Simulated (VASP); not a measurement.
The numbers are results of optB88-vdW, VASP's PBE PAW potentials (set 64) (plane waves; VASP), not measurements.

A VASP calculation is set up with these files.

File KPOINTS:
```
Automatic mesh
0
Gamma
16 16 16
0 0 0
```

**POSCAR**
```
Cu
1
    0.0000000000     1.8050000000     1.8050000000
    1.8050000000     0.0000000000     1.8050000000
    1.8050000000     1.8050000000     0.0000000000
Cu
1
Direct
  0.0000000000   0.0000000000   0.0000000000
```

**INCAR**
```
! general
SYSTEM   = Cu
PREC     = Accurate
ENCUT    = 520
LREAL    = .FALSE.
LASPH    = .TRUE.

! electronic loop
EDIFF    = 1E-6
NELM     = 100
ALGO     = Normal
LMAXMIX  = 4

! smearing
ISMEAR   = 1
SIGMA    = 0.1

! functional
GGA      = BO
LUSE_VDW = .TRUE.
AGGAC    = 0.0
PARAM1   = 0.1833333333
PARAM2   = 0.22

! ions
IBRION   = 2
NSW      = 60
ISIF     = 3
EDIFFG   = -0.01

! output
LWAVE    = .FALSE.
LCHARG   = .FALSE.
```

POTCAR, in this order: Cu (PBE.64 set). Program: vasp_std.

Predict the energy per atom (σ→0), volume per atom, band gap (on the k-mesh).

The energy per atom (σ→0) comes out as -71.1 kJ/mol of atoms. The band gap (on the k-mesh) is none (metal, semimetal or under 0.01 eV) and the volume per atom is 11.94 Å³/atom.

### OSZICAR
```
...
   2 F= -.73706759E+00 E0= -.73691997E+00  d E =-.763474E-03
       N       E                     dE             d eps       ncg     rms          rms(c)
DAV:   1    -0.759530287298E+00   -0.22462E-01   -0.41941E-01  2739   0.166E+01    0.123E+00
DAV:   2    -0.745523061942E+00    0.14007E-01   -0.34902E-01  2734   0.135E+01    0.515E-01
DAV:   3    -0.738106768583E+00    0.74163E-02   -0.56692E-02  2711   0.557E+00    0.171E-01
DAV:   4    -0.737525652872E+00    0.58112E-03   -0.69282E-04  3541   0.325E-01    0.419E-03
DAV:   5    -0.737525635080E+00    0.17792E-07   -0.38317E-06  2543   0.320E-02
   3 F= -.73752564E+00 E0= -.73739203E+00  d E =-.122152E-02
```

The compound is Cu in the fcc structure. This run relaxes it. Symmetry was kept, so distortions that lower it aren't found.
